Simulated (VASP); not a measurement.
These are r2SCAN meta-GGA, VASP's PBE PAW potentials (set 64) (plane waves; VASP 6.6.1) values and carry that method's errors.

The input files of a VASP run:

**KPOINTS_OPT**
```
k-points along high-symmetry lines
10
Line-mode
Reciprocal
  0.000000   0.000000   0.000000 ! GAMMA
  0.500000   0.000000   0.500000 ! X

  0.500000   0.000000   0.500000 ! X
  0.625000   0.250000   0.625000 ! U

  0.375000   0.375000   0.750000 ! K
  0.000000   0.000000   0.000000 ! GAMMA

  0.000000   0.000000   0.000000 ! GAMMA
  0.500000   0.500000   0.500000 ! L

  0.500000   0.500000   0.500000 ! L
  0.500000   0.250000   0.750000 ! W

  0.500000   0.250000   0.750000 ! W
  0.500000   0.000000   0.500000 ! X
```

File POSCAR:
```
VSi
1
    0.0000000000     2.4323047764     2.4323047764
    2.4323047764    -0.0000000000     2.4323047764
    2.4323047764     2.4323047764    -0.0000000000
V Si
1 1
Direct
  0.0000000000   0.0000000000   0.0000000000
  0.5000000000   0.5000000000   0.5000000000
```

KPOINTS:
```
Automatic
0
gamma
14 14 14
```

### INCAR
```
SYSTEM = VSi
PREC = Accurate
ENCUT = 400
EDIFF = 1E-7
NELM = 100
ALGO = Normal
LREAL = .FALSE.
LASPH = .TRUE.
ISMEAR = -5
METAGGA = R2SCAN
LMIXTAU = .TRUE.
LMAXMIX = 4
LWAVE = .FALSE.
LCHARG = .FALSE.
LORBIT = 11
NEDOS = 601
ISIF = 2
```

POTCAR, in this order: V_sv Si (PBE.64 set). Program: vasp_std.

Problem. Estimate the energy per atom (σ→0), band gap (over mesh and band path).

Solution. 
energy per atom (σ→0): -11.429 eV/atom
band gap (over mesh and band path): none (metal, semimetal or under 0.01 eV)

File OSZICAR:
```
...
DAV:  15    -0.228583109089E+02   -0.11527E-04   -0.16145E-05  2588   0.534E-02    0.380E-03
DAV:  16    -0.228583082808E+02    0.26281E-05   -0.14127E-06  2832   0.159E-02    0.200E-03
DAV:  17    -0.228583093074E+02   -0.10265E-05   -0.12187E-07  1612   0.481E-03    0.445E-04
DAV:  18    -0.228583087255E+02    0.58187E-06   -0.13774E-08  1300   0.139E-03    0.158E-04
DAV:  19    -0.228583089276E+02   -0.20214E-06   -0.84231E-09  1300   0.117E-03    0.115E-04
DAV:  20    -0.228583089257E+02    0.19231E-08   -0.39320E-10  1264   0.233E-04
   1 F= -.22858309E+02 E0= -.22858309E+02  d E =0.000000E+00
       N       E                     dE             ncg
```

The structure was generated: VSi was put into the rock salt type (Fm-3m), which need not be its known phase. It was relaxed first, which changed the volume by -38 %. The run is not spin-polarised, so no magnetic state was tried. The electron count is odd and the run is not spin-polarised, which forces a metal.
